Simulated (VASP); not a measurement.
Consider the following.

```
GaAs
1.0
   11.52221     0.00000     0.00000
    0.00000    11.52221     0.00000
    0.00000     0.00000    11.52221
Ga As
32 32
Direct
  0.50000   0.00000   0.00000
  0.75000   0.25000   0.00000
  0.75000   0.00000   0.25000
  0.00000   0.00000   0.00000
  0.25000   0.25000   0.00000
  0.50000   0.50000   0.00000
  0.75000   0.75000   0.00000
  0.25000   0.00000   0.25000
  0.50000   0.25000   0.25000
  0.75000   0.50000   0.25000
  0.50000   0.00000   0.50000
  0.75000   0.25000   0.50000
  0.75000   0.00000   0.75000
  0.00000   0.50000   0.00000
  0.25000   0.75000   0.00000
  0.00000   0.25000   0.25000
  0.25000   0.50000   0.25000
  0.50000   0.75000   0.25000
  0.00000   0.00000   0.50000
  0.25000   0.25000   0.50000
  0.50000   0.50000   0.50000
  0.75000   0.75000   0.50000
  0.25000   0.00000   0.75000
  0.50000   0.25000   0.75000
  0.75000   0.50000   0.75000
  0.00000   0.75000   0.25000
  0.00000   0.50000   0.50000
  0.25000   0.75000   0.50000
  0.00000   0.25000   0.75000
  0.25000   0.50000   0.75000
  0.50000   0.75000   0.75000
  0.00000   0.75000   0.75000
  0.62500   0.12500   0.12500
  0.87500   0.37500   0.12500
  0.87500   0.12500   0.37500
  0.12500   0.12500   0.12500
  0.37500   0.37500   0.12500
  0.62500   0.62500   0.12500
  0.87500   0.87500   0.12500
  0.37500   0.12500   0.37500
  0.62500   0.37500   0.37500
  0.87500   0.62500   0.37500
  0.62500   0.12500   0.62500
  0.87500   0.37500   0.62500
  0.87500   0.12500   0.87500
  0.12500   0.62500   0.12500
  0.37500   0.87500   0.12500
  0.12500   0.37500   0.37500
  0.37500   0.62500   0.37500
  0.62500   0.87500   0.37500
  0.12500   0.12500   0.62500
  0.37500   0.37500   0.62500
  0.62500   0.62500   0.62500
  0.87500   0.87500   0.62500
  0.37500   0.12500   0.87500
  0.62500   0.37500   0.87500
  0.87500   0.62500   0.87500
  0.12500   0.87500   0.37500
  0.12500   0.62500   0.62500
  0.37500   0.87500   0.62500
  0.12500   0.37500   0.87500
  0.37500   0.62500   0.87500
  0.62500   0.87500   0.87500
  0.12500   0.87500   0.87500
```

Method: PBE GGA, VASP's PBE PAW potentials (set 64) (plane waves; VASP 6.6.1). Run with PREC = Normal, LREAL = Auto, 400 eV cut-off, 1×1×1 Γ-centred mesh, Gaussian smearing of 0.050 eV, potentials Ga As.

The supercell is sampled at Γ alone, which is coarse: total energies, pressure and levels can be off, energies of defects by several tenths of an eV.

**Question.** Estimate the energy per atom (σ→0).

**Answer.** 
```json
{
  "energy per atom (σ→0)": "-4.047 eV/atom"
}
```

Only differences to runs with the same potentials and settings are physical.

The cell is a supercell, built from GaAs (zinc blende).
